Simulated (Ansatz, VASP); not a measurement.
# One calculation of Al5Sn, two programs

```
Al Sn
1.0
     5.50108    0.00000    0.00000
    -2.75054    4.76408    0.00000
     0.00000    0.00000    4.54315
Al Sn
5 1
Direct
  0.00000 0.50000 0.50000
  0.33333 0.66667 0.00000
  0.66667 0.33333 0.00000
  0.50000 0.00000 0.50000
  0.50000 0.50000 0.50000
  0.00000 0.00000 0.00000
```

Change from the starting cell: species swapped into the CeFe5 type (P6/mmm, No. 191).

Alike in both runs: functional PBE; k mesh 9 × 9 × 8; occupations gaussian, width 0.1 eV; no spin polarisation.

Ansatz relaxed the structure, and its values are those at the end. VASP's run is a single point on that final structure, the one shown.

|  | VASP | Ansatz |
| --- | --- | --- |
| version | VASP 6.6.1 | Ansatz 0.2.0 |
| potentials or method | VASP PAW PBE potentials, release 64 (Al, Sn_d) | scalar-relativistic, plane waves, PAW |
| plane-wave cutoff (eV) | 520 | 420 |
| valence electrons in the cell | 29 | 29 |

|  | VASP | Ansatz | Ansatz less VASP |
| --- | --- | --- | --- |
| gap on the k mesh at the Fermi level (eV) | none | none | - |
| pressure (GPa) | -0.1 | 0.0 | +0.04 |

A gap of «none» marks a metal or a gap that the smearing closes. The functional is the same, so the differences come from potentials, cutoffs and numerics.
